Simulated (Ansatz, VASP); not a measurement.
## Ce: VASP beside Ansatz

One calculation is typed for both programs; each brings its own data sets and cutoff. How far apart do they land? The cell is taken from a series of VASP runs on this material, whose earlier steps may have relaxed, scaled or displaced it; both programs get it as it stands.

Method: plane waves, with VASP 6.6.1 beside it; relaxation of cell and atoms at PBE, in Ansatz 0.2.0.

In doubt: a part-filled 4f shell, where there is one, can sit in one of many states, so energies may not be the lowest and differences between runs may mislead; derivatives with an open 4f shell can jump between states, which bears on forces and vibrations.

## (1) Set-up

Symmetry: Fm-3m, No. 225, cubic system. The conventional cell has a = 4.722 Å, b = 4.722 Å, c = 4.722 Å, α = 90.00°, β = 90.00°, γ = 90.00°. Nearest to Ce lie 12 Ce at 3.34 Å.

Structure file:

```cif
data_structure
_symmetry_space_group_name_H-M 'Fm-3m'
_symmetry_Int_Tables_number 225
_cell_length_a 4.7215
_cell_length_b 4.7215
_cell_length_c 4.7215
_cell_angle_alpha 90.000
_cell_angle_beta 90.000
_cell_angle_gamma 90.000
_cell_volume 105.26
loop_
_atom_site_label
_atom_site_type_symbol
_atom_site_symmetry_multiplicity
_atom_site_Wyckoff_symbol
_atom_site_fract_x
_atom_site_fract_y
_atom_site_fract_z
_atom_site_occupancy
Ce1 Ce 4 a 0.00000 0.00000 0.00000 1
```

## (2) VASP: relaxation of cell and atoms, PBE

The relaxed volume is the usual yardstick between codes: its relative difference is about their pressure difference at one cell divided by the bulk modulus.

Lines of VASP's logs that name or quote its potential files are left out, and so is its time.

The input, INCAR:

```
SYSTEM = Ce
PREC = Accurate
ENCUT = 520
EDIFF = 1E-07
NELM = 150
ISMEAR = 1
SIGMA = 0.15
LREAL = .FALSE.
ALGO = Normal
GGA = PE
NBANDS = 12
ISPIN = 2
MAGMOM = 0
LASPH = .TRUE.
LMAXMIX = 6
AMIX = 0.2
BMIX = 1E-04
AMIX_MAG = 0.8
BMIX_MAG = 1E-04
LORBIT = 11
LWAVE = .FALSE.
LCHARG = .FALSE.
KPAR = 4
IBRION = 2
NSW = 50
ISIF = 3
EDIFFG = -0.005
```

The input, POSCAR:

```
Ce
1.0
    0.0000000000      2.3607666249      2.3607666249
    2.3607666249      0.0000000000      2.3607666249
    2.3607666249      2.3607666249      0.0000000000
Ce
1
Direct
    0.0000000000      0.0000000000      0.0000000000
```

The input, KPOINTS:

```
Automatic mesh
0
Gamma
16 16 16
0 0 0
```

Potentials, in the order of the species: Ce (PBE family, release 64).

The run is started by

```
> mpirun -np 4 vasp_std
```

Numbers of over 12 decimals in the logs are rounded to 6 here.

Output:

```text
[banner, memory and clock lines left out]
running    4 mpi-ranks, on    1 nodes
 distrk:  each k-point on    1 cores,    4 groups
 distr:  one band on    1 cores,    1 groups

 POSCAR found type information on POSCAR Ce
 POSCAR found :  1 types and       1 ions
 LDA part: xc-table for (Slater+PW92), standard interpolation
 POSCAR, INCAR and KPOINTS ok, starting setup
 FFT: planning ... GRIDC
 FFT: planning ... GRID_SOFT
 FFT: planning ... GRID
 WAVECAR not read
 entering main loop
       N       E                     dE             d eps       ncg     rms          rms(c)
DAV:   1     0.950181092450E+02    0.95018E+02   -0.51843E+03  6976   0.130E+03
DAV:   2    -0.480620485987E+00   -0.95499E+02   -0.89694E+02  9032   0.190E+02
DAV:   3    -0.624728364701E+01   -0.57667E+01   -0.55015E+01  7768   0.685E+01
DAV:   4    -0.653419842606E+01   -0.28691E+00   -0.26792E+00 13132   0.113E+01
DAV:   5    -0.654145145682E+01   -0.72530E-02   -0.72371E-02 11236   0.185E+00    0.982E+00
DAV:   6    -0.592118030646E+01    0.62027E+00   -0.26181E+00 11676   0.121E+01    0.343E+00
DAV:   7    -0.593573973322E+01   -0.14559E-01   -0.21467E-01 12268   0.208E+00    0.233E+00
DAV:   8    -0.599306114047E+01   -0.57321E-01   -0.55486E-01 11808   0.564E+00    0.255E+00
DAV:   9    -0.594290742862E+01    0.50154E-01   -0.77819E-01 11376   0.610E+00    0.107E+00
DAV:  10    -0.593206255710E+01    0.10845E-01   -0.40610E-02 11580   0.161E+00    0.373E-01
DAV:  11    -0.593175730025E+01    0.30526E-03   -0.10316E-03 12492   0.206E-01    0.296E-01
DAV:  12    -0.593090708145E+01    0.85022E-03   -0.49203E-03 12248   0.500E-01    0.303E-02
DAV:  13    -0.593090681041E+01    0.27105E-06   -0.51840E-05 12116   0.516E-02    0.149E-02
DAV:  14    -0.593091167332E+01   -0.48629E-05   -0.23977E-05 12888   0.351E-02    0.170E-02
DAV:  15    -0.593090904728E+01    0.26260E-05   -0.59159E-06 12372   0.180E-02    0.863E-03
DAV:  16    -0.593090834979E+01    0.69749E-06   -0.20420E-06 12772   0.101E-02    0.349E-03
DAV:  17    -0.593090829821E+01    0.51579E-07   -0.18346E-07  9176   0.319E-03
   1 F= -.59309083E+01 E0= -.59318482E+01  d E =-.593091E+01  mag=    -0.0000
[...]
2 F= -.59309032E+01 E0= -.59318381E+01  d E =0.507441E-05  mag=     0.0000
[...]
3 F= -.59309087E+01 E0= -.59318478E+01  d E =-.447175E-06  mag=     0.0000
 curvature:  -0.18 expect dE=-0.320E-05 dE for cont linesearch -0.320E-05
 ZBRENT: interpolating
 opt :   0.1692  next Energy=    -5.930910 (dE=-0.199E-05)
 bond charge predicted
       N       E                     dE             d eps       ncg     rms          rms(c)
DAV:   1    -0.593093282912E+01   -0.24113E-04   -0.30145E-04 10372   0.160E-01    0.471E-02
DAV:   2    -0.593091157045E+01    0.21259E-04   -0.21491E-04 11164   0.108E-01    0.106E-02
DAV:   3    -0.593090934119E+01    0.22293E-05   -0.10757E-05 11068   0.247E-02    0.300E-03
DAV:   4    -0.593090908760E+01    0.25359E-06   -0.10181E-06 12772   0.507E-03    0.242E-03
DAV:   5    -0.593090911203E+01   -0.24430E-07   -0.92670E-09  3928   0.801E-04
   4 F= -.59309091E+01 E0= -.59318489E+01  d E =-.813811E-06  mag=     0.0000
 curvature:  -0.08 expect dE=-0.141E-07 dE for cont linesearch -0.141E-07
 trial: gam= 0.00000 g(F)=  0.293E-64 g(S)=  0.167E-06 ort =-0.200E-05 (trialstep = 0.834E+00)
 search vector abs. value=  0.167E-06
 reached required accuracy - stopping structural energy minimisation
```

From OUTCAR (step 2):

```text
ion  position               nearest neighbor table
   1  0.000  0.000  0.000-

  LATTYP: Found a face centered cubic cell.
 ALAT       =     4.7215332498

 Subroutine GETGRP returns: Found 48 space group operations
 (whereof 48 operations were pure point group operations)

The static configuration has the point symmetry O_h .

 Found    145 irreducible k-points:

   k-points           NKPTS =    145   k-points in BZ     NKDIM =    145   number of bands    NBANDS=     12

   dimension x,y,z NGX =    28 NGY =   28 NGZ =   28
   dimension x,y,z NGXF=    56 NGYF=   56 NGZF=   56

   ENCUT  =  520.0 eV  38.22 Ry    6.18 a.u.   6.21  6.21  6.21*2*pi/ulx,y,z

   NELECT =      12.0000    total number of electrons

 k-points in reciprocal lattice and weights: Automatic mesh
   0.00000000  0.00000000  0.00000000       0.000
   0.06250000  0.00000000  0.00000000       0.002
   0.12500000  0.00000000  0.00000000       0.002
   0.18750000  0.00000000  0.00000000       0.002
   0.25000000  0.00000000  0.00000000       0.002
   0.31250000  0.00000000  0.00000000       0.002
   0.37500000  0.00000000  0.00000000       0.002
   0.43750000  0.00000000  0.00000000       0.002
   0.50000000  0.00000000  0.00000000       0.001
[...]
-0.31250000  0.50000000  0.18750000       0.003
  -0.25000000  0.50000000  0.25000000       0.001

 average (electrostatic) potential at core
       1 -74.3826

 E-fermi :   9.5134

 spin component 1
 k-point     1 :       0.0000    0.0000    0.0000
  band No.  band energies     occupation
    ...
      2      -6.4265      1.00000
      3      -6.4265      1.00000
      4      -6.4265      1.00000
      5       6.6220      1.00000
      6       9.2675      1.02125
      7       9.8703     -0.00195
      8       9.8703     -0.00195
      9       9.8703     -0.00195
     10      10.6400     -0.00000
     11      10.6400     -0.00000
    ...

 k-point     2 :       0.0625    0.0000    0.0000
  band No.  band energies     occupation
    ...
      2      -6.5611      1.00000
      3      -6.4412      1.00000
      4      -6.4412      1.00000
      5       6.8020      1.00000
      6       9.2174      1.00869
      7       9.8546     -0.00299
      8       9.8768     -0.00162
      9       9.8768     -0.00162
     10      10.5266     -0.00000
     11      10.5266     -0.00000
    ...

 k-point     3 :       0.1250    0.0000    0.0000
  band No.  band energies     occupation
    ...
      2      -6.9288      1.00000
      3      -6.4828      1.00000
      4      -6.4828      1.00000
      5       7.2635      1.00000
      6       9.1196      1.00065
      7       9.8087     -0.00883
      8       9.8967     -0.00090
      9       9.8967     -0.00090
     10      10.3578     -0.00000
     11      10.3578     -0.00000
    ...

 k-point     4 :       0.1875    0.0000    0.0000
  band No.  band energies     occupation
    ...
      2      -7.4433      1.00000
      3      -6.5440      1.00000
      4      -6.5440      1.00000
      5       7.7251      1.00000
      6       9.1704      1.00284
      7       9.7392     -0.02741
      8       9.9298     -0.00031
      9       9.9298     -0.00031
     10      10.2279     -0.00000
     11      10.2279     -0.00000
    ...

 k-point     5 :       0.2500    0.0000    0.0000
  band No.  band energies     occupation
    ...
      2      -8.0069      1.00000
      3      -6.6148      1.00000
      4      -6.6148      1.00000
      5       7.8281      1.00000
      6       9.5133      0.50080
      7       9.6936     -0.03537
      8       9.9703     -0.00007
      9       9.9703     -0.00007
     10      10.1513     -0.00000
     11      10.1513     -0.00000
    ...

 k-point     6 :       0.3125    0.0000    0.0000
  band No.  band energies     occupation
      1     -24.9243      1.00000
      2      -8.5340      1.00000
      3      -6.6841      1.00000
      4      -6.6841      1.00000
      5       7.7020      1.00000
      6       9.5221      0.45113
      7       9.9658     -0.00009
      8       9.9886     -0.00004
      9       9.9886     -0.00004
     10      10.1542     -0.00000
    ...

  Total        0.0010727      0.0010727      0.0010727      0.0000000      0.0000000      0.0000000
  in kB        0.0653321      0.0653321      0.0653321      0.0000000      0.0000000      0.0000000
  external PRESSURE =       0.0653321 kB  Pullay stress =       0.0000000 kB

  energy-cutoff  :      520.00
  volume of cell :       26.31
      direct lattice vectors                 reciprocal lattice vectors
     0.000000000  2.360518607  2.360518607    -0.211817860  0.211817860  0.211817860
     2.360518607  0.000000000  2.360518607     0.211817860 -0.211817860  0.211817860
     2.360518607  2.360518607  0.000000000     0.211817860  0.211817860 -0.211817860

 POSITION                                       TOTAL-FORCE (eV/Angst)
 -----------------------------------------------------------------------------------
      0.00000      0.00000      0.00000         0.000000     -0.000000      0.000000
 -----------------------------------------------------------------------------------
    total drift:                               -0.000000     -0.000000      0.000000

  FREE ENERGIE OF THE ION-ELECTRON SYSTEM (eV)
  ---------------------------------------------------
  free  energy   TOTEN  =        -5.9309091120 eV

  energy  without entropy=       -5.9337285537  energy(sigma->0) =       -5.93184893

 reached required accuracy - stopping structural energy minimisation

 total charge
# of ion       s       p       d       f       tot
--------------------------------------------------
    1        2.089   5.562   1.254   1.028   9.934

 magnetization (x)
# of ion       s       p       d       f       tot
--------------------------------------------------
    1        0.000   0.000   0.000  -0.000  -0.000

[... 1 further part left out ...]
```

CONTCAR:

```
Ce
   1.00000000000000
     0.0000000000000000    2.3605186066970876    2.3605186066970876
     2.3605186066970876    0.0000000000000000    2.3605186066970876
     2.3605186066970876    2.3605186066970876    0.0000000000000000
  Ce
     1
Direct
     0.0000000000000000    0.0000000000000000    0.0000000000000000
```

This run allows spin, but its moments start at zero, where symmetry between the spins tends to hold them, although Ce can carry a moment. Without U or exact exchange, f electrons of an open shell come out too delocalised.

[end of part 1 of 2]

[Lines on the potential files, build, host, timing and source positions are cut from VASP's logs without a mark.]

[Logs are printed without paths, hosts, clocks, repeated set-up lines and the standing remarks that a program may print on its own settings, such as how far it seeks lower states.]

[Hosts, paths, dates, database ids (printed as entryN), source tags and the programs' standing remarks are cut or masked in the printed files.]
